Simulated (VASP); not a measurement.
# A VASP study of MnCO3 (Rhodochrosite) (rev-vdW-DF2 + U): structure first, properties next, part 5 of 9

Wanted: the relaxed cell of MnCO3 (Rhodochrosite) and its properties. The start is a cell from a database of measured crystal structures.

VASP 6.6.1; rev-vdW-DF2, DFT+U (Mn d 5 eV), spin-polarised from a ferromagnetic start; plane waves and PAW (Mn_pv, C, O).

Still holding for the runs below: The magnetic state follows from one typed start and may not be the lowest.

So far, gap on the k-mesh (eV): step 2 (relaxing cell and atoms (rev-vdW-DF2 + U)) 3.65. The relaxed cell has a = 4.822, c = 15.570 Å (conventional setting).

### 5. Band structure (rev-vdW-DF2 + U)

The mesh alone shows little of the dispersion and can miss band extrema, so KPOINTS_OPT adds a path through the symmetry points after the self-consistent cycle.

INCAR reads:

```
SYSTEM = MnCO3
PREC = Accurate
ENCUT = 520
EDIFF = 1E-06
NELM = 100
ISMEAR = 0
SIGMA = 0.05
LREAL = .FALSE.
ALGO = Normal
GGA = MK
AGGAC = 0
LUSE_VDW = .TRUE.
PARAM1 = 0.1234
PARAM2 = 0.711357
ZAB_VDW = -1.8867
LASPH = .TRUE.
NBANDS = 70
ISPIN = 2
MAGMOM = 4.673 4.673 0.021 0.021 0.028 0.028 0.028 0.028 0.028 0.028
LDAU = .TRUE.
LDAUTYPE = 2
LDAUL = 2 -1 -1
LDAUU = 5 0 0
LDAUJ = 0 0 0
LDAUPRINT = 1
LMAXMIX = 4
LORBIT = 11
LWAVE = .FALSE.
LCHARG = .FALSE.
KPAR = 8
```

POSCAR reads:

```
MnCO3
1.0
    2.4109894724      4.1759562626      0.0000000000
   -2.4109894724      4.1759562626      0.0000000000
    0.0000000000     -2.7839708417      5.1899937859
Mn C O
2 2 6
Direct
    0.0000000000      0.0000000000      0.0000000000
    0.5000000000      0.5000000000      0.5000000000
    0.2500000000      0.2500000000      0.7500000000
    0.7500000000      0.7500000000      0.2500000000
    0.5191346289      0.9808653711      0.7500000000
    0.2500000000      0.5191346289      0.7500000000
    0.9808653711      0.2500000000      0.7500000000
    0.4808653711      0.0191346289      0.2500000000
    0.7500000000      0.4808653711      0.2500000000
    0.0191346289      0.7500000000      0.2500000000
```

KPOINTS reads:

```
Automatic mesh
0
Gamma
5 5 5
0 0 0
```

KPOINTS_OPT reads:

```
Line mode
12
Line-mode
Reciprocal
  0.00000000   0.00000000   0.00000000 GAMMA
  0.00000000   0.50000000   0.00000000 L

  0.00000000   0.50000000   0.00000000 L
 -0.42924566   0.28537717   0.21462283 B1

 -0.28537717   0.28537717   0.50000000 B
  0.00000000   0.00000000   0.50000000 Z

  0.00000000   0.00000000   0.50000000 Z
  0.00000000   0.00000000   0.00000000 GAMMA

  0.00000000   0.00000000   0.00000000 GAMMA
 -0.35731142   0.35731142   0.00000000 X

 -0.35731142   0.28537717   0.35731142 Q
 -0.50000000   0.00000000   0.50000000 F

 -0.50000000   0.00000000   0.50000000 F
 -0.42806575   0.00000000   0.64268858 P1

 -0.42806575   0.00000000   0.64268858 P1
  0.00000000   0.00000000   0.50000000 Z

  0.00000000   0.50000000   0.00000000 L
  0.00000000   0.42806575   0.35731142 P
```

Potentials, in the order of the species: Mn_pv, C and O (PBE family, release 64).

Run with:

```sh
$ mpirun -np 8 vasp_std
```

The program printed:

```text
[... set-up lines as in an earlier step ...]
 entering main loop
       N       E                     dE             d eps       ncg     rms          rms(c)
DAV:   1     0.760455643687E+03    0.76046E+03   -0.33809E+04  5432   0.108E+03
DAV:   2     0.755839393355E+01   -0.75290E+03   -0.68697E+03  5528   0.339E+02
DAV:   3    -0.651737769239E+02   -0.72732E+02   -0.70218E+02  6076   0.117E+02
DAV:   4    -0.665674858001E+02   -0.13937E+01   -0.13882E+01  6000   0.165E+01
DAV:   5    -0.665789438048E+02   -0.11458E-01   -0.11457E-01  5962   0.152E+00    0.231E+01
DAV:   6    -0.612651025899E+02    0.53138E+01   -0.13775E+01  6538   0.249E+01    0.178E+01
DAV:   7    -0.621321030810E+02   -0.86700E+00   -0.31302E+00  5780   0.944E+00    0.109E+01
DAV:   8    -0.622452526843E+02   -0.11315E+00   -0.28530E-01  5858   0.362E+00    0.759E+00
DAV:   9    -0.624237631304E+02   -0.17851E+00   -0.13195E-01  6114   0.219E+00    0.804E-01
DAV:  10    -0.624263084481E+02   -0.25453E-02   -0.25415E-02  5862   0.884E-01    0.383E-01
DAV:  11    -0.624335177274E+02   -0.72093E-02   -0.39954E-03  5792   0.420E-01    0.205E-01
DAV:  12    -0.624341687678E+02   -0.65104E-03   -0.56122E-04  5826   0.197E-01    0.603E-02
DAV:  13    -0.624342157875E+02   -0.47020E-04   -0.80100E-05  5776   0.562E-02    0.456E-02
DAV:  14    -0.624342386910E+02   -0.22903E-04   -0.15315E-05  5776   0.215E-02    0.961E-03
DAV:  15    -0.624342407651E+02   -0.20741E-05   -0.23857E-06  5488   0.105E-02    0.705E-03
DAV:  16    -0.624342414169E+02   -0.65181E-06   -0.28799E-07  3248   0.328E-03
   1 F= -.62434241E+02 E0= -.62434241E+02  d E =-.578591E-11  mag=    10.0000
 Start KPOINTS_OPT (optional k-point list driver)
k-point batch [1-19\108]
       N       E                     dE             ncg
DAV:   1     0.746015035987E+03   -0.22851E+05     5352
DAV:   2    -0.128602267898E+05   -0.13606E+05     5432
DAV:   3    -0.141788619797E+05   -0.13186E+04     6120
DAV:   4    -0.142073083704E+05   -0.28446E+02     6114
DAV:   5    -0.142075479751E+05   -0.23960E+00     6034
DAV:   6    -0.142075524599E+05   -0.44847E-02     6066
DAV:   7    -0.142075525933E+05   -0.13344E-03     6300
DAV:   8    -0.142075525980E+05   -0.46808E-05     5092
DAV:   9    -0.142075525982E+05   -0.21189E-06     3804
[...]
k-point batch [96-108\108]
       N       E                     dE             ncg
DAV:   1     0.835501779537E+04   -0.22885E+05     3672
DAV:   2    -0.956149682592E+03   -0.93112E+04     3728
DAV:   3    -0.185741834482E+04   -0.90127E+03     4186
DAV:   4    -0.187736561812E+04   -0.19947E+02     4194
DAV:   5    -0.187753109095E+04   -0.16547E+00     4110
DAV:   6    -0.187753422951E+04   -0.31386E-02     4162
DAV:   7    -0.187753432440E+04   -0.94890E-04     4270
DAV:   8    -0.187753432780E+04   -0.33971E-05     3512
DAV:   9    -0.187753432795E+04   -0.15412E-06     2616
```

The job ended after 3.3 min (8 MPI ranks of Intel Xeon 6975P-C (Granite Rapids), shared host; peak memory 5.9 GiB; 23 min of CPU time).

OUTCAR, selected parts (step 5):

```text
   k-points           NKPTS =     19   k-points in BZ     NKDIM =     19   number of bands    NBANDS=     70

   NELECT =      70.0000    total number of electrons

atom =   1  type =  1  l = 2

 onsite density matrix

spin component  1

spin component  2

 occupancies and eigenvectors

  o =  0.0088  v =  0.0000  0.0000  0.0000  0.0000  0.0000  0.7911 -0.5248  0.0000 -0.2144  0.2295      0.0000  0.0000  0.0000  0.0000  0.0000  0.0000  0.0000  0.0000  0.0000  0.0000
  o =  0.0088  v =  0.0000  0.0000  0.0000  0.0000  0.0000  0.2295  0.2144 -0.0000 -0.5248 -0.7911      0.0000  0.0000  0.0000  0.0000  0.0000  0.0000  0.0000  0.0000  0.0000  0.0000
  o =  0.0128  v =  0.0000  0.0000  0.0000  0.0000  0.0000 -0.0000  0.0000  1.0000 -0.0000 -0.0000      0.0000  0.0000  0.0000  0.0000  0.0000  0.0000  0.0000  0.0000  0.0000  0.0000
  o =  0.0614  v =  0.0000  0.0000  0.0000  0.0000  0.0000 -0.4043 -0.8191  0.0000  0.0877 -0.3974      0.0000  0.0000  0.0000  0.0000  0.0000  0.0000  0.0000  0.0000  0.0000  0.0000
  o =  0.0614  v =  0.0000  0.0000  0.0000  0.0000  0.0000  0.3974  0.0877  0.0000  0.8191 -0.4043      0.0000  0.0000  0.0000  0.0000  0.0000  0.0000  0.0000  0.0000  0.0000  0.0000
  o =  0.9443  v =  0.8194 -0.5048  0.0000 -0.2160  0.1648  0.0000  0.0000  0.0000  0.0000  0.0000      0.0000  0.0000  0.0000  0.0000  0.0000  0.0000  0.0000  0.0000  0.0000  0.0000
  o =  0.9443  v =  0.1648  0.2160 -0.0000 -0.5048 -0.8194  0.0000  0.0000  0.0000  0.0000  0.0000      0.0000  0.0000  0.0000  0.0000  0.0000  0.0000  0.0000  0.0000  0.0000  0.0000
  o =  0.9457  v = -0.0000  0.0000  1.0000 -0.0000 -0.0000  0.0000  0.0000  0.0000  0.0000  0.0000      0.0000  0.0000  0.0000  0.0000  0.0000  0.0000  0.0000  0.0000  0.0000  0.0000
  o =  0.9801  v = -0.4156 -0.8308  0.0000  0.0913 -0.3589  0.0000  0.0000  0.0000  0.0000  0.0000      0.0000  0.0000  0.0000  0.0000  0.0000  0.0000  0.0000  0.0000  0.0000  0.0000
  o =  0.9801  v =  0.3589  0.0913  0.0000  0.8308 -0.4156  0.0000  0.0000  0.0000  0.0000  0.0000      0.0000  0.0000  0.0000  0.0000  0.0000  0.0000  0.0000  0.0000  0.0000  0.0000

atom =   2  type =  1  l = 2

 onsite density matrix

spin component  1

spin component  2

 occupancies and eigenvectors

  o =  0.0088  v =  0.0000  0.0000  0.0000  0.0000  0.0000  0.7922  0.5238 -0.0000 -0.2168 -0.2259      0.0000  0.0000  0.0000  0.0000  0.0000  0.0000  0.0000  0.0000  0.0000  0.0000
  o =  0.0088  v =  0.0000  0.0000  0.0000  0.0000  0.0000  0.2259 -0.2168  0.0000 -0.5238  0.7922      0.0000  0.0000  0.0000  0.0000  0.0000  0.0000  0.0000  0.0000  0.0000  0.0000
  o =  0.0128  v =  0.0000  0.0000  0.0000  0.0000  0.0000  0.0000  0.0000  1.0000  0.0000 -0.0000      0.0000  0.0000  0.0000  0.0000  0.0000  0.0000  0.0000  0.0000  0.0000  0.0000
  o =  0.0614  v =  0.0000  0.0000  0.0000  0.0000  0.0000 -0.4043  0.8191 -0.0000  0.0876  0.3974      0.0000  0.0000  0.0000  0.0000  0.0000  0.0000  0.0000  0.0000  0.0000  0.0000
  o =  0.0614  v =  0.0000  0.0000  0.0000  0.0000  0.0000  0.3974 -0.0876 -0.0000  0.8191  0.4043      0.0000  0.0000  0.0000  0.0000  0.0000  0.0000  0.0000  0.0000  0.0000  0.0000
  o =  0.9443  v =  0.8194  0.5048 -0.0000 -0.2160 -0.1648  0.0000  0.0000  0.0000  0.0000  0.0000      0.0000  0.0000  0.0000  0.0000  0.0000  0.0000  0.0000  0.0000  0.0000  0.0000
  o =  0.9443  v = -0.1648  0.2160 -0.0000  0.5048 -0.8194  0.0000  0.0000  0.0000  0.0000  0.0000      0.0000  0.0000  0.0000  0.0000  0.0000  0.0000  0.0000  0.0000  0.0000  0.0000
  o =  0.9457  v = -0.0000 -0.0000 -1.0000 -0.0000  0.0000  0.0000  0.0000  0.0000  0.0000  0.0000      0.0000  0.0000  0.0000  0.0000  0.0000  0.0000  0.0000  0.0000  0.0000  0.0000
  o =  0.9801  v = -0.4156  0.8308 -0.0000  0.0913  0.3589  0.0000  0.0000  0.0000  0.0000  0.0000      0.0000  0.0000  0.0000  0.0000  0.0000  0.0000  0.0000  0.0000  0.0000  0.0000
  o =  0.9801  v =  0.3589 -0.0913 -0.0000  0.8308  0.4156  0.0000  0.0000  0.0000  0.0000  0.0000      0.0000  0.0000  0.0000  0.0000  0.0000  0.0000  0.0000  0.0000  0.0000  0.0000

 E-fermi :   3.4580

 spin component 1
 k-point     1 :       0.0000    0.0000    0.0000
  band No.  band energies     occupation
    ...
     36       1.5150      1.00000
     37       1.5151      1.00000
     38       1.5151      1.00000
     39       2.9551      1.00000
     40       2.9551      1.00000
     41       7.0744      0.00000
     42       7.4779      0.00000
     43       7.6403      0.00000
     44      11.5859      0.00000
     45      13.1319      0.00000
    ...

 k-point     2 :       0.2000   -0.0000   -0.0000
  band No.  band energies     occupation
    ...
     36       1.5116      1.00000
     37       1.7725      1.00000
     38       1.9866      1.00000
     39       2.7898      1.00000
     40       2.9633      1.00000
     41       7.5439      0.00000
     42       7.6602      0.00000
     43       7.8941      0.00000
     44      12.0000      0.00000
     45      12.2700      0.00000
    ...

Total vdW correction in eV:     12.6161238

  Total        0.0281726      0.0281726      0.0195868      0.0000000      0.0000000      0.0000000
  in kB        0.4319063      0.4319063      0.3002791      0.0000000      0.0000000      0.0000000
  external PRESSURE =       0.3880306 kB  Pullay stress =       0.0000000 kB

 POSITION                                       TOTAL-FORCE (eV/Angst)
 -----------------------------------------------------------------------------------
      0.00000      0.00000      0.00000        -0.000000     -0.000000     -0.000000
      0.00000      2.78397      2.59500        -0.000000     -0.000000     -0.000000
      0.00000      0.00000      3.89250        -0.000000     -0.000000     -0.000000
      0.00000      5.56794      1.29750        -0.000000     -0.000000      0.000000
     -1.11323      4.17596      3.89250        -0.004204     -0.000000      0.000000
     -0.64888      1.12389      3.89250         0.002102     -0.003641      0.000000
      1.76211      3.05206      3.89250         0.002102      0.003641     -0.000000
      1.11323      1.39199      1.29750         0.004204     -0.000000     -0.000000
      0.64888      4.44405      1.29750        -0.002102      0.003641     -0.000000
     -1.76211      2.51588      1.29750        -0.002102     -0.003641      0.000000
 -----------------------------------------------------------------------------------
    total drift:                                0.000000      0.000000      0.000000

  FREE ENERGIE OF THE ION-ELECTRON SYSTEM (eV)
  ---------------------------------------------------
  free  energy   TOTEN  =       -62.4342414169 eV

  energy  without entropy=      -62.4342414169  energy(sigma->0) =      -62.43424142

Total vdW correction in eV:     12.6160775

[... 14 parts as in an earlier step ...]

[... 12 further parts left out ...]
```

The cell is typed on its shortest vectors, so the axes of tensors and the coordinates of k-points follow the printed cell and not the standard setting.

Numbers from this step:

```
bands                             : 70
Fermi energy                      : 3.458 eV
pressure                          : 0.03880 GPa
least gap on mesh and path        : 3.554 eV
least direct gap on mesh and path : 4.046 eV
valence top at k                  : -0.5, 0, 0.5
conduction bottom at k            : 0, 0, 0.2727
```

Spin up. The electronic bands at the labelled points (eV, zero at the valence-band top; v1 is the highest filled band, c1 the lowest empty one):

```
          point     v4     v3     v2     v1    c1    c2    c3    c4
              Γ  -1.80  -1.80  -0.36  -0.36  3.76  4.16  4.33  8.27
0.45 of the way  -1.49  -1.26  -0.56  -0.35  4.30  4.36  4.72  8.62
              L  -0.93  -0.93  -0.51  -0.51  4.56  4.56  6.57  6.57
0.45 of the way  -1.32  -1.32  -0.34  -0.34  4.67  4.67  6.73  6.73
             B1  -1.59  -1.59  -0.32  -0.32  4.75  4.75  7.19  7.19
      jump to B  -1.59  -1.59  -0.32  -0.32  4.75  4.75  7.19  7.19
0.55 of the way  -1.19  -1.19  -0.76  -0.76  4.14  4.14  6.59  6.59
              Z  -1.03  -1.03  -1.03  -1.03  3.74  3.74  6.19  6.19
0.45 of the way  -1.52  -1.52  -0.58  -0.58  3.55  4.10  5.03  7.44
              Γ  -1.80  -1.80  -0.36  -0.36  3.76  4.16  4.33  8.27
0.55 of the way  -1.68  -0.90  -0.87  -0.18  4.45  4.64  5.29  8.14
              X  -1.62  -1.60  -0.40  -0.19  4.73  4.81  7.00  7.23
      jump to Q  -1.62  -1.60  -0.40  -0.19  4.73  4.81  7.00  7.23
0.45 of the way  -1.43  -1.30  -0.73  -0.06  4.70  4.83  6.88  7.22
              F  -1.45  -1.11  -0.91   0.00  4.69  4.80  6.72  7.25
0.45 of the way  -1.37  -1.11  -0.91  -0.03  4.68  4.77  6.78  7.28
             P1  -1.16  -1.10  -0.91  -0.14  4.62  4.66  6.97  7.08
0.55 of the way  -1.19  -1.01  -1.00  -0.72  4.05  4.05  6.49  6.51
              Z  -1.03  -1.03  -1.03  -1.03  3.74  3.74  6.19  6.19
      jump to L  -0.93  -0.93  -0.51  -0.51  4.56  4.56  6.57  6.57
0.45 of the way  -1.03  -0.89  -0.78  -0.30  4.58  4.58  6.66  6.70
              P  -1.16  -1.10  -0.91  -0.14  4.62  4.66  6.97  7.08
```

Of the projections kept (Mn, C, O), the largest for each band there; the rest of the weight can lie on other orbitals:

```
point       v4       v3       v2       v1      c1      c2       c3       c4
    Γ   O 1.00   O 1.00  Mn 0.51  Mn 0.51  O 0.52  O 0.54   C 0.57  Mn 0.49
    L  Mn 0.51  Mn 0.51   O 0.68   O 0.68  C 0.49  C 0.49   O 0.51   O 0.51
   B1  Mn 0.59  Mn 0.59   O 0.65   O 0.65  C 0.49  C 0.49  Mn 0.49  Mn 0.49
    B  Mn 0.59  Mn 0.59   O 0.65   O 0.65  C 0.49  C 0.49  Mn 0.49  Mn 0.49
    Z  Mn 0.55  Mn 0.55  Mn 0.55  Mn 0.55  C 0.53  C 0.53   O 0.65   O 0.65
    Γ   O 1.00   O 1.00  Mn 0.51  Mn 0.51  O 0.52  O 0.54   C 0.57  Mn 0.49
```

Spin down. The electronic bands at the labelled points (eV, zero at the valence-band top; v1 is the highest filled band, c1 the lowest empty one):

```
          point     v4     v3     v2     v1    c1    c2    c3    c4
              Γ  -2.54  -1.83  -1.72  -1.72  4.21  4.26  4.44  5.11
0.45 of the way  -2.24  -2.04  -1.72  -1.67  4.01  4.33  5.08  5.14
              L  -2.34  -2.34  -1.41  -1.41  4.19  4.19  5.25  5.25
0.45 of the way  -2.28  -2.28  -1.36  -1.36  4.22  4.22  5.01  5.01
             B1  -2.25  -2.25  -1.36  -1.36  4.25  4.25  4.89  4.89
      jump to B  -2.25  -2.25  -1.36  -1.36  4.25  4.25  4.89  4.89
0.55 of the way  -2.27  -2.27  -1.81  -1.81  3.95  3.95  5.05  5.05
              Z  -2.23  -2.23  -2.21  -2.21  3.70  3.70  5.28  5.28
0.45 of the way  -2.42  -1.98  -1.90  -1.90  3.75  3.96  5.17  5.17
              Γ  -2.54  -1.83  -1.72  -1.72  4.21  4.26  4.44  5.11
0.55 of the way  -2.29  -2.14  -1.55  -1.53  3.94  4.46  4.92  5.21
              X  -2.33  -2.17  -1.37  -1.32  4.17  4.35  4.83  4.96
      jump to Q  -2.33  -2.17  -1.37  -1.32  4.17  4.35  4.83  4.96
0.45 of the way  -2.37  -2.11  -1.48  -1.31  3.95  4.65  4.71  5.03
              F  -2.41  -2.08  -1.55  -1.32  3.84  4.65  4.87  5.07
0.45 of the way  -2.41  -2.09  -1.55  -1.33  3.85  4.67  4.82  5.08
             P1  -2.41  -2.16  -1.55  -1.38  3.91  4.61  4.78  5.10
0.55 of the way  -2.33  -2.21  -1.88  -1.88  3.84  3.96  5.04  5.15
              Z  -2.23  -2.23  -2.21  -2.21  3.70  3.70  5.28  5.28
      jump to L  -2.34  -2.34  -1.41  -1.41  4.19  4.19  5.25  5.25
0.45 of the way  -2.50  -2.28  -1.47  -1.38  4.04  4.38  5.02  5.18
              P  -2.41  -2.16  -1.55  -1.38  3.91  4.61  4.78  5.10
```

Of the projections kept (Mn, C, O), the largest for each band there; the rest of the weight can lie on other orbitals:

```
point      v4      v3      v2      v1      c1      c2       c3       c4
    Γ  O 0.88  O 0.95  O 1.00  O 1.00  C 0.52  O 0.55   O 0.55  Mn 0.94
    L  O 0.96  O 0.96  O 0.93  O 0.93  C 0.39  C 0.39  Mn 0.90  Mn 0.90
   B1  O 0.97  O 0.97  O 0.94  O 0.94  C 0.39  C 0.39  Mn 0.96  Mn 0.96
    B  O 0.97  O 0.97  O 0.94  O 0.94  C 0.39  C 0.39  Mn 0.96  Mn 0.96
    Z  O 0.98  O 0.98  O 0.92  O 0.92  C 0.48  C 0.48  Mn 0.96  Mn 0.96
    Γ  O 0.88  O 0.95  O 1.00  O 1.00  C 0.52  O 0.55   O 0.55  Mn 0.94
```

The path lowers the gap by 0.09 eV against the mesh alone, so a band edge lies off the mesh.

[end of part 5 of 9]

[Lines on the potential files, build, host, timing and source positions are cut from VASP's logs without a mark.]

[Logs are printed without paths, hosts, clocks, repeated set-up lines and the standing remarks that a program may print on its own settings, such as how far it seeks lower states.]

[Hosts, paths, dates, database ids (printed as entryN), source tags and the programs' standing remarks are cut or masked in the printed files.]

[A measured line is paired with the nearest computed mode of its activity, which favours agreement.]
